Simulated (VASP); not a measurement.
A VASP calculation is set up with these files.

### INCAR
```
# general
SYSTEM   =  TcN
PREC     =  Accurate
ENCUT    =  520   # plane-wave cut-off (eV)
LREAL    =  .FALSE.   # projection in real space or not
LASPH    =  .TRUE.   # aspherical one-centre terms

# electronic loop
EDIFF    =  1E-6
NELM     =  100   # most electronic steps
ALGO     =  Normal
LMAXMIX  =  4   # l cut-off of mixed one-centre charges

# smearing
ISMEAR   =  1
SIGMA    =  0.1   # width (eV)

# functional
GGA      =  PS   # PBEsol

# ions
IBRION   =  2   # conjugate gradients
NSW      =  60   # most ionic steps
ISIF     =  3
EDIFFG   =  -0.01

# output
LWAVE    =  .FALSE.
LCHARG   =  .FALSE.
```

### POSCAR
```
TcN
1.0
  0.0000000000   2.2953950000   2.2953950000
  2.2953950000   0.0000000000   2.2953950000
  2.2953950000   2.2953950000   0.0000000000
Tc N
1 1
Cartesian
  0.0000000000   0.0000000000   0.0000000000
  3.4430925000   3.4430925000   3.4430925000
```

### KPOINTS
```
Automatic
0
gamma
  12 12 12
0 0 0
```

POTCAR, in this order: Tc_pv N (PBE.64 set). Program: vasp_std.

Q: Translate this PBEsol calculation to Quantum ESPRESSO's pw.x.

A: One equivalent input (not run):
```
&CONTROL
  calculation = 'vc-relax'
  pseudo_dir = './pseudo'
  outdir = './out'
  tprnfor = .true.
  tstress = .true.
  nstep = 60
  forc_conv_thr = 0.00039
/
&SYSTEM
  ibrav = 0
  nat = 2
  ntyp = 2
  ecutwfc = 84
  occupations = 'smearing'
  smearing = 'methfessel-paxton'
  degauss = 0.00735
  input_dft = 'pbesol'
/
&ELECTRONS
  conv_thr = 7.3e-08
  electron_maxstep = 100
/
&IONS
/
&CELL
/
ATOMIC_SPECIES
  Tc 97.907 Tc.upf
  N 14.007 N.upf
CELL_PARAMETERS angstrom
     0.0000000    2.2953950    2.2953950
     2.2953950    0.0000000    2.2953950
     2.2953950    2.2953950    0.0000000
ATOMIC_POSITIONS crystal
  Tc   0.0000000  0.0000000  0.0000000
  N    0.7500000  0.7500000  0.7500000
K_POINTS automatic
  12 12 12 0 0 0
```
Limits of the translation: the potentials are each code's own (VASP's PAW set, PseudoDojo norm-conserving files in pw.x), so ENCUT and ecutwfc are chosen apart and not converted; conv_thr bounds pw.x's estimated SCF error, while EDIFF bounds the energy change between steps; forc_conv_thr acts on force components and is met together with etot_conv_thr.

The structure comes from a computed database's TcN entry (F-43m); how it stands against other phases isn't given here. This run relaxes it. Symmetry was kept, so distortions that lower it aren't found.
